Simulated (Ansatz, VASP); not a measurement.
## InHO2 (InHO2 (Pmn2_1)) in two plane-wave programs

Wanted: the spread between two codes on one cell, functional and k mesh. The cell is taken from a series of runs on this material, whose earlier steps may have relaxed, scaled, displaced or heated it; both programs get it as it stands.

Calculated with Ansatz 0.2.0; plane waves, with VASP 6.6.1 beside it; relaxation of cell and atoms at r2SCAN.

## Step 1: The structure

Symmetry: Pmn2_1, No. 31, orthorhombic system. The conventional cell has a = 3.298 Å, b = 4.591 Å, c = 5.302 Å, α = 90.00°, β = 90.00°, γ = 90.00°. Nearest to In lie 6 O at 2.14 to 2.25 Å. H has 1 O at 1.03 Å nearest. Nearest to O lie 1 H at 1.53 Å and 3 In at 2.14 Å. O has 1 H at 1.03 Å and 3 In at 2.24 to 2.25 Å nearest. Farther neighbours and most contacts between anions are not listed.

Coordinates:

```cif
data_structure
_symmetry_space_group_name_H-M 'P 1'
_symmetry_Int_Tables_number 1
_cell_length_a 3.2985
_cell_length_b 4.5905
_cell_length_c 5.3021
_cell_angle_alpha 90.000
_cell_angle_beta 90.000
_cell_angle_gamma 90.000
_cell_volume 80.28
loop_
_atom_site_label
_atom_site_type_symbol
_atom_site_fract_x
_atom_site_fract_y
_atom_site_fract_z
_atom_site_occupancy
In1 In 0.00000 0.72794 0.00035 1
In2 In 0.50000 0.27206 0.50035 1
H3 H 0.00000 0.80110 0.47911 1
H4 H 0.50000 0.19890 0.97911 1
O5 O 0.00000 0.52282 0.63851 1
O6 O 0.50000 0.47718 0.13851 1
O7 O 0.00000 0.98158 0.36403 1
O8 O 0.50000 0.01842 0.86403 1
```

## Step 2: Ansatz: relaxation of cell and atoms, r2SCAN

Ansatz runs on its default PAW (the set named soft_2) files.

The relaxed volume is the usual yardstick between codes: in a stiff, nearly cubic crystal its relative difference is about their pressure difference at one cell divided by the bulk modulus.

input.yaml reads:

```yaml
crystal:
  lattice:
    - [3.298499, 0.0, 0.0]
    - [0.0, 4.5905188, 0.0]
    - [0.0, 0.0, 5.3021267]
  atoms:
    - { symbol: In, position: [0.0, 0.72794198, 0.00035101] }
    - { symbol: In, position: [0.5, 0.27205802, 0.50035101] }
    - { symbol: H, position: [0.0, 0.80109702, 0.47910534] }
    - { symbol: H, position: [0.5, 0.19890298, 0.97910534] }
    - { symbol: O, position: [0.0, 0.52282087, 0.63851242] }
    - { symbol: O, position: [0.5, 0.47717913, 0.13851242] }
    - { symbol: O, position: [0.0, 0.98157807, 0.36403123] }
    - { symbol: O, position: [0.5, 0.01842193, 0.86403123] }
basis:
  ecutwfc: 500
  xc_grid: 2
hamiltonian:
  xc: r2scan
kpoints:
  mp_grid: { grid: [8, 6, 5] }
scf:
  occupations: { method: fermi_dirac, width: 0.01 }
  max_iter: 150
output:
  forces: true
  stress: true
relax:
  f_tol: 0.01
  max_steps: 60
  cell: {}
checkpoint:
  write: "../r2scan.run"
  compress: false
  write_wavefunctions: false
  write_every: 100000
```

The run is started by

```bash
ansatz run input.yaml --threads 4 --pin off --max-ram 6594MiB --backend cpu --events-out ev --progress --plain --runs-dir out
```

Numbers of over 12 decimals in the logs are rounded to 6 here.

Log:

```text
Engine: ansatz 0.2.0, x86_64-unknown-linux-gnu
Pseudopotentials: kind: paw
Pseudopotential: In, paw, valence charge 13, recommended cutoff 500 eV (meta_gga), In.paw.azcp
Pseudopotential: H, paw, valence charge 1, recommended cutoff 500 eV (meta_gga), H.paw.azcp
Pseudopotential: O, paw, valence charge 6, recommended cutoff 500 eV (meta_gga), O.paw.azcp
Functional definition: r2SCAN
  parameter k0 = 0.174
  parameter k1 = 0.065
  parameter a1 = 4.9479
  exchange = r2scan_x(k0 = k0, k1 = k1, a1 = a1)
  correlation = r2scan_c
Crystal: 8 atoms, lattice volume = 80.284 Å³
Basis set: ecut = 500 eV, 2051 PW (Γ), exchange–correlation on 50×72×80 points (8 copies of the dense FFT grid, shifted against one another)
Bands: 34, of which v1, the nominal top of the filled ones, is band 26 counted from 1 (25 counted from 0)
Symmetry: 4 space group operations
Space group: Pmn21 (ITA 31), of the structure as read, at distance tolerance 4.3e-5 Å
k-points: 60 of 240 (time reversal used)
Non-local potential: In, projectors of the file, l = 0: 2, l = 1: 2, l = 2: 2, l = 3: 2
Non-local potential: H, projectors of the file, l = 0: 2, l = 1: 1
Non-local potential: O, projectors of the file, l = 0: 2, l = 1: 2, l = 2: 1
PAW form: soft (Blöchl's): semilocal exchange-correlation on the pseudo side does not see the compensation charge
PAW frozen core: In, regenerated for the run's functional (the file was generated under x = pbe(κ = 0.804, μ = 0.219515), c = pbe(β = 0.066725))
PAW frozen core: O, regenerated for the run's functional (the file was generated under x = pbe(κ = 0.804, μ = 0.219515), c = pbe(β = 0.066725))
PAW one-centre angular grid: In, 590 points (default); XC on 289 of its mesh's 2783 points in the sphere
PAW one-centre angular grid: H, 302 points (default); XC on 160 Gauss nodes
PAW one-centre angular grid: O, 302 points (default); XC on 160 Gauss nodes
Initial density: superposition of atomic densities (neutral atoms: chi_scale 0, normalization atom), corrected by the library's trained network
Initial wavefunctions: pseudopotential atomic-orbital guess
Functional: x = r2scan, c = r2scan; τ floored in thin density (d = 2e-4 eV/Å³)
SCF iter   1: F=—  HF=-13531.997820 eV  |F-HF|=—  |Δ(HF+E_count)|=         —  Δρ=1.08e-2  dr2=6.51e-2  dr2_τ=2.96e-1  ethr=1.77e-3  ⟨swp⟩=6.1  Hψ=8829  notcnv=0
preconditioner: auto → Resta (q_TF=auto, 2.538 Å⁻¹)  ε∞=3.6  [insulator: Δε(μ)=2.608 eV  Ē_g=18.578 eV  σ=0.010 eV  W_gap=1.00  n_scr=20 (ndim 8)  ℏωp=29.9 eV  f_vac=0.023  D(μ)=0.00/eV (n_scr^D=0)  ε∞_Penn≈3.6]
SCF iter   2: F=—  HF=-13532.060862 eV  |F-HF|=—  |Δ(HF+E_count)|=   6.30e-2  Δρ=5.82e-3  dr2=1.50e-2  dr2_τ=1.23e-3  ethr=1.25e-4  ⟨swp⟩=3.0  Hψ=4523  notcnv=0  defer=221
SCF iter   3: F=—  HF=-13532.060088 eV  |F-HF|=—  |Δ(HF+E_count)|=   7.74e-4  Δρ=9.88e-4  dr2=6.84e-4  dr2_τ=1.08e-4  ethr=2.88e-5  ⟨swp⟩=3.0  Hψ=3367  notcnv=0  defer=101
automatic band count: iteration 3 solves 32 bands in place of 34: the levels show a gap, and the empty bands left out lie too high to hold charge; the band table lists the bands solved (type scf.n_extra_bands for more)
SCF iter   4: F=—  HF=-13532.060159 eV  |F-HF|=—  |Δ(HF+E_count)|=   7.11e-5  Δρ=3.08e-4  dr2=4.35e-5  dr2_τ=7.69e-6  ethr=1.32e-6  ⟨swp⟩=2.1  Hψ=3024  notcnv=0  defer=101
SCF iter   5: F=—  HF=-13532.060169 eV  |F-HF|=—  |Δ(HF+E_count)|=   9.69e-6  Δρ=8.92e-5  dr2=6.20e-6  dr2_τ=5.55e-7  ethr=8.37e-8  ⟨swp⟩=2.8  Hψ=3607  notcnv=0  defer=101
SCF iter   6: F=—  HF=-13532.060170 eV  |F-HF|=—  |Δ(HF+E_count)|=   8.33e-7  Δρ=3.11e-5  dr2=6.42e-7  dr2_τ=8.73e-8  ethr=1.19e-8  ⟨swp⟩=2.0  Hψ=3257  notcnv=0  defer=101
SCF iter   7: F=-13532.060170 eV  HF=-13532.060170 eV  |F-HF|=1.77e-8  |Δ(HF+E_count)|=   4.70e-8  Δρ=1.01e-5  dr2=7.78e-8  dr2_τ=1.04e-8  ethr=1.92e-10  ⟨swp⟩=6.0  Hψ=7843  notcnv=0
SCF 1 converged in 7 iterations: F = -13532.060170 eV  dr2 = 7.78e-8
  greatest PAW one-centre occupation: 0.991 electrons in one spin orbital (limit 2), on the In atom at site 0 (counted from 0), in its partial waves of l = 2
relax step   1: F+E_penalty+E_count = -13532.06016990 eV  Δ(F+E_penalty+E_count) = +0.000e0 eV  max|allowed force component| = 8.994e-2 eV/Å  Δτ_max = 0.0000 Å  P = -0.591 GPa  Ω = 80.284 Å³  (7 SCF iters, dr2 threshold 1.00e-7 eV, accepted)
[...]
relax step   4: F+E_penalty+E_count = -13532.06286389 eV  Δ(F+E_penalty+E_count) = -5.561e-4 eV  max|allowed force component| = 2.769e-2 eV/Å  Δτ_max = 0.0121 Å  P = -0.067 GPa  Ω = 80.308 Å³  energy of the carried Pulay correction = -1.541e-5 eV  (6 SCF iters, dr2 threshold 9.64e-8 eV, accepted)
[...]
relax step   5: F+E_penalty+E_count = -13532.06294112 eV  Δ(F+E_penalty+E_count) = -7.723e-5 eV  max|allowed force component| = 2.980e-2 eV/Å  Δτ_max = 0.0019 Å  P = +0.062 GPa  Ω = 80.284 Å³  energy of the carried Pulay correction = -7.598e-9 eV  (5 SCF iters, dr2 threshold 8.06e-8 eV, accepted)
[...]
relax step   6: F+E_penalty+E_count = -13532.06298835 eV  Δ(F+E_penalty+E_count) = -4.723e-5 eV  max|allowed force component| = 1.458e-3 eV/Å  Δτ_max = 0.0009 Å  P = -0.000 GPa  Ω = 80.285 Å³  energy of the carried Pulay correction = -6.656e-7 eV  (4 SCF iters, dr2 threshold 5.55e-8 eV, accepted)
[...]
relax step   7: F+E_penalty+E_count = -13532.06299120 eV  Δ(F+E_penalty+E_count) = -2.853e-6 eV  max|allowed force component| = 1.496e-3 eV/Å  Δτ_max = 0.0000 Å  P = +0.001 GPa  Ω = 80.285 Å³  stress off target by 8.23e-3 GPa  SCF on the basis re-selected at this cell (its energy is not comparable with the rows above)  (5 SCF iters)
basis re-selected at this cell: Δ(F+E_penalty+E_count) = -2.853e-6 eV, ΔP = +0.001 GPa vs the last step (what re-selecting the basis moved, of the pressure what is left beyond the Pulay correction that the steps carried, after the strain that the cell walked since its last selection, with what the two solves' SCF thresholds leave and, on support functions, any second-order correction that the steps lacked; it is no m [...]
SCF converged after 5 iterations
Free energy (F): -13532.062991 eV
Harris-Foulkes:  -13532.062991 eV  (|F-HF|=1.09e-11)
Internal energy: -13532.062991 eV  (E = F + TS)
E sigma→0 (E₀):  -13532.062991 eV
Fermi energy:    8.207885 eV
--- Per-component energies (eV) ---
  E_band       = -91.301409
  E_kinetic    = 1225.115622
  E_local      = -3464.199305  (includes V_loc(G=0)·N_el)
  E_nonlocal   = 938.691519
  E_hartree    = 1310.031751
  E_xc         = -709.529304
  E_vxc        = -656.497467  (∫ρ·V_xc dr)
  E_paw        = -9025.152280  (= ΣΔE_a)
  E_vpaw       = -797.287489  (= ΣTr[D̂ρ^β])
  E_aug_tail   = 0.003323  (compensation charges beyond the density's cutoff)
  E_vtau       = 42.808977  (kinetic-family band-sum trace: ∫τ·v_τ [+ j·A + Jᵃ·Aᵃ] dr)
  E_ewald      = -3808.827644
  E_core_change = 1.803328  (= ΣΔE_core)
  E_smearing   = -0.000000  (= −TS)
  E_closure    = 0.000000  (closes the sum)
  Σ components = -13532.062991   (vs F -13532.062991, Δ=0.00e0)
--- Forces (eV/Å), atoms counted from 1 ---
  atom   1  In     0.00000000    -0.00043137    -0.00134553
  atom   2  In     0.00000000     0.00043137    -0.00134553
  atom   3  H     -0.00000000     0.00016637     0.00040508
  atom   4  H     -0.00000000    -0.00016637     0.00040508
  atom   5  O      0.00000000     0.00041430     0.00060488
  atom   6  O      0.00000000    -0.00041430     0.00060488
  atom   7  O     -0.00000000    -0.00022759     0.00093606
  atom   8  O     -0.00000000     0.00022759     0.00093606
  max |Σ_I F_I| component: 1.20e-3 eV/Å
--- Stress (GPa, compression-positive) ---
        0.006950       0.000000       0.000000
        0.000000       0.002822       0.000000
        0.000000       0.000000      -0.008228
  P = ⅓ Tr σ = 0.0005 GPa (0.005 kbar)
--- Relaxed structure (6 steps of the walk, 6 accepted, 1 SCFs on fresh bases) ---
  F+E_penalty+E_count = -13532.06299120 eV   max|allowed force component| = 1.496e-3 eV/Å   (the final SCF, on the basis selected at the relaxed cell)
  cell:  # Å, volume = 80.2849 Å³
    - [3.293877, 0, 0]
    - [0, 4.603356, 3.6181475590063113e-19]
    - [0, 4.179021503440349e-19, 5.294827]
  atoms:
    - { symbol: In, position: [0, 0.726064, 0.000967843] }
    - { symbol: In, position: [0.500000, 0.273936, 0.500968] }
    - { symbol: H, position: [0, 0.806477, 0.478216] }
    - { symbol: H, position: [0.500000, 0.193523, 0.978216] }
    - { symbol: O, position: [0, 0.521737, 0.639587] }
    - { symbol: O, position: [0.500000, 0.478263, 0.139587] }
    - { symbol: O, position: [0, 0.984175, 0.363229] }
    - { symbol: O, position: [0.500000, 0.015825, 0.863229] }
```

Reading the cycles: dr2 is the Hartree energy of the density residual (eV), the measure of convergence; HF is the Harris–Foulkes estimate of the energy, which meets the free energy F at convergence.

(Part 1 of 2 ends here.)

[Lines on the potential files, build, host, timing and source positions are cut from VASP's logs without a mark.]

[Logs are printed without paths, hosts, clocks, repeated set-up lines and the standing remarks that a program may print on its own settings, such as how far it seeks lower states.]

[Hosts, paths, dates, database ids (printed as entryN), source tags and the programs' standing remarks are cut or masked in the printed files.]
